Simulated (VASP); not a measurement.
These are r2SCAN meta-GGA, VASP's PBE PAW potentials (set 64) (plane waves; VASP) values and carry that method's errors.

Input for VASP

INCAR:
```
# general
SYSTEM  = Ge
PREC    = Accurate
ENCUT   = 480   # plane-wave cut-off (eV)
LREAL   = .FALSE.
LASPH   = .TRUE.   # aspherical one-centre terms

# electronic loop
EDIFF   = 1E-7
NELM    = 100   # most electronic steps
ALGO    = Normal   # blocked Davidson
LMAXMIX = 4   # l cut-off of mixed one-centre charges
LMIXTAU = .TRUE.

# smearing
ISMEAR  = 0   # Gaussian
SIGMA   = 0.05   # width (eV)

# functional
METAGGA = R2SCAN

# ions
ISIF    = 2   # forces and stress, cell fixed

# output
LWAVE   = .FALSE.
LCHARG  = .FALSE.
```

POSCAR:
```
Ge
1.0
  0.0000000000   2.8324706227   2.8324706227
  2.7758212103   0.0000000000   2.8324706227
  2.7758212103   2.8324706227   0.0000000000
Ge
2
direct
  0.0000000000   0.0000000000   0.0000000000
  0.2500000000   0.2500000000   0.2500000000
```

File KPOINTS:
```
K-points
0
G
  8 8 8
```

POTCAR, in this order: Ge_d (PBE.64 set). Program: vasp_std.

Q: Predict the energy per atom (σ→0), pressure.

A: 
```
Quantity                        Result
---------------------  ---------------
energy per atom (σ→0)  -13.862 eV/atom
pressure                      1.83 GPa
```

File OSZICAR:
```
...
DAV:  11    -0.277231700245E+02   -0.10024E+00   -0.63652E-02  2126   0.190E+00    0.312E-02
DAV:  12    -0.277233214783E+02   -0.15145E-03   -0.10634E-03  2350   0.318E-01    0.240E-02
DAV:  13    -0.277233336081E+02   -0.12130E-04   -0.32347E-05  2420   0.619E-02    0.200E-02
DAV:  14    -0.277233952466E+02   -0.61638E-04   -0.18562E-04  2146   0.197E-01    0.823E-03
DAV:  15    -0.277235026828E+02   -0.10744E-03   -0.92529E-05  2194   0.953E-02    0.421E-03
DAV:  16    -0.277235010040E+02    0.16788E-05   -0.32270E-06  2338   0.210E-02    0.378E-03
DAV:  17    -0.277235010373E+02   -0.33286E-07   -0.51002E-08  1730   0.281E-03
   1 F= -.27723501E+02 E0= -.27723501E+02  d E =-.116742E-09
```

The compound is Ge in the diamond structure. This cell was strained or had an atom moved on purpose.
